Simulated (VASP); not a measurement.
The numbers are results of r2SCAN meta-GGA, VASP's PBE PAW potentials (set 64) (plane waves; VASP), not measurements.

Input for VASP

INCAR:
```
# general
SYSTEM  = KI
PREC    = Normal
ENCUT   = 400
LREAL   = .FALSE.
LASPH   = .TRUE.

# electronic loop
EDIFF   = 1E-5
NELM    = 100
NELMIN  = 4
ALGO    = Normal
LMAXMIX = 4
LMIXTAU = .TRUE.

# smearing
ISMEAR  = 0
SIGMA   = 0.05

# functional
METAGGA = R2SCAN

# ions
IBRION  = 2
NSW     = 20
ISIF    = 2
EDIFFG  = -0.03

# output
LWAVE   = .FALSE.
LCHARG  = .FALSE.
```

File KPOINTS:
```
K-points
0
gamma
 7 7 7
0 0 0
```

POSCAR:
```
KI
1.0
  0.0000000000   3.5468587393   3.5468587393
  3.5468587393   0.0000000000   3.5468587393
  3.5468587393   3.5468587393   0.0000000000
K I
1 1
Cartesian
  0.0000000000   0.0000000000   0.0000000000
  3.5468587393   3.5468587393   3.5468587393
```

POTCAR, in this order: K_sv I (PBE.64 set). Program: vasp_std.

Output

### OSZICAR
```
       N       E                     dE             d eps       ncg     rms          rms(c)
DAV:   1     0.478013769814E+02    0.47801E+02   -0.58364E+03   480   0.937E+02
DAV:   2    -0.321512779158E+02   -0.79953E+02   -0.75567E+02   564   0.229E+02
DAV:   3    -0.370455452455E+02   -0.48943E+01   -0.48702E+01   640   0.527E+01
DAV:   4    -0.373351116109E+02   -0.28957E+00   -0.28912E+00   844   0.119E+01
DAV:   5    -0.373371036779E+02   -0.19921E-02   -0.19920E-02   624   0.105E+00    0.311E+00
DAV:   6    -0.345543554163E+02    0.27827E+01   -0.11680E+00   760   0.113E+01    0.248E+00
DAV:   7    -0.339174554485E+02    0.63690E+00   -0.32016E-01   776   0.522E+00    0.104E+00
DAV:   8    -0.346148561936E+02   -0.69740E+00   -0.35460E-01   532   0.476E+00    0.610E-01
DAV:   9    -0.339514107196E+02    0.66345E+00   -0.22222E-01   480   0.419E+00    0.391E-01
DAV:  10    -0.339732823066E+02   -0.21872E-01   -0.54673E-02   480   0.275E+00    0.407E-01
DAV:  11    -0.339572938178E+02    0.15988E-01   -0.12817E-02   480   0.128E+00    0.210E-01
DAV:  12    -0.339599428702E+02   -0.26491E-02   -0.75207E-04   676   0.343E-01    0.147E-01
DAV:  13    -0.339801814031E+02   -0.20239E-01   -0.51542E-03   480   0.798E-01    0.285E-02
DAV:  14    -0.339826988573E+02   -0.25175E-02   -0.19688E-03   488   0.506E-01    0.245E-02
DAV:  15    -0.339825919202E+02    0.10694E-03   -0.60769E-05   776   0.834E-02    0.239E-02
DAV:  16    -0.339824568348E+02    0.13509E-03   -0.16889E-05   448   0.436E-02    0.276E-02
DAV:  17    -0.339827320229E+02   -0.27519E-03   -0.30694E-04   480   0.177E-01    0.146E-02
DAV:  18    -0.339828195515E+02   -0.87529E-04   -0.91235E-05   480   0.125E-01    0.825E-03
DAV:  19    -0.339828294839E+02   -0.99325E-05   -0.66220E-06   384   0.264E-02
   1 F= -.33982829E+02 E0= -.33982829E+02  d E =-.339828E+02
```

File OUTCAR:
```
------------------------ aborting loop because EDIFF is reached ----------------------------------------
  FORCE on cell =-STRESS in cart. coord.  units (eV):
  Direction    XX          YY          ZZ          XY          YZ          ZX
  --------------------------------------------------------------------------------------
  Total        0.0066310      0.0066310      0.0066310      0.0000000      0.0000000     -0.0000000
  in kB        0.1190496      0.1190496      0.1190496      0.0000000      0.0000000     -0.0000000
  external PRESSURE =       0.1190496 kB  Pullay stress =       0.0000000 kB
  volume of cell :       89.24
      direct lattice vectors                 reciprocal lattice vectors
     0.000000000  3.546858739  3.546858739    -0.140969809  0.140969809  0.140969809
     3.546858739  0.000000000  3.546858739     0.140969809 -0.140969809  0.140969809
     3.546858739  3.546858739  0.000000000     0.140969809  0.140969809 -0.140969809
  FREE ENERGIE OF THE ION-ELECTRON SYSTEM (eV)
  ---------------------------------------------------
  free  energy   TOTEN  =       -33.9828294839 eV

  energy  without entropy=      -33.9828294839  energy(sigma->0) =      -33.98282948

 reached required accuracy - stopping structural energy minimisation
```
(Selected blocks of OUTCAR.)

File OUTCAR:
```
 val. band max:       -0.8168255329   @ k =   0.0000   0.0000   0.0000

 cond. band min:       3.7610049251   @ k =   0.0000   0.0000   0.0000


 Fermi energy:        -0.5088317364

 k-point     1 :       0.0000    0.0000    0.0000
  band No.  band energies     occupation
      1     -30.4961      2.00000
      2     -13.2089      2.00000
      3     -13.2088      2.00000
      4     -13.2088      2.00000
      5     -11.6111      2.00000
      6      -0.8168      2.00000
      7      -0.8168      2.00000
      8      -0.8168      2.00000
      9       3.7610      0.00000
     10       6.2379      0.00000
     11       6.2379      0.00000
     12       6.2379      0.00000

 k-point     2 :       0.1429    0.0000    0.0000
  band No.  band energies     occupation
      1     -30.4957      2.00000
      2     -13.2379      2.00000
      3     -13.2092      2.00000
      4     -13.2092      2.00000
      5     -11.5570      2.00000
      6      -1.1242      2.00000
      7      -0.8827      2.00000
      8      -0.8827      2.00000
      9       4.2307      0.00000
     10       6.1329      0.00000
     11       6.4638      0.00000
     12       6.4638      0.00000

 k-point     3 :       0.2857    0.0000    0.0000
  band No.  band energies     occupation
      1     -30.4949      2.00000
      2     -13.2977      2.00000
      3     -13.2100      2.00000
      4     -13.2100      2.00000
      5     -11.4396      2.00000
      6      -1.6850      2.00000
      7      -1.0226      2.00000
      8      -1.0226      2.00000
      9       4.9474      0.00000
     10       6.4658      0.00000
     11       7.0380      0.00000
     12       7.0380      0.00000

 k-point     4 :       0.4286    0.0000    0.0000
  band No.  band energies     occupation
      1     -30.4943      2.00000
      2     -13.3414      2.00000
      3     -13.2106      2.00000
      4     -13.2106      2.00000
      5     -11.3484      2.00000
      6      -2.0585      2.00000
...
```

Unless said otherwise, spin-orbit coupling is left out, though it shifts the bands of the heavy elements here.

The compound is KI in the rock salt structure. It was relaxed first.
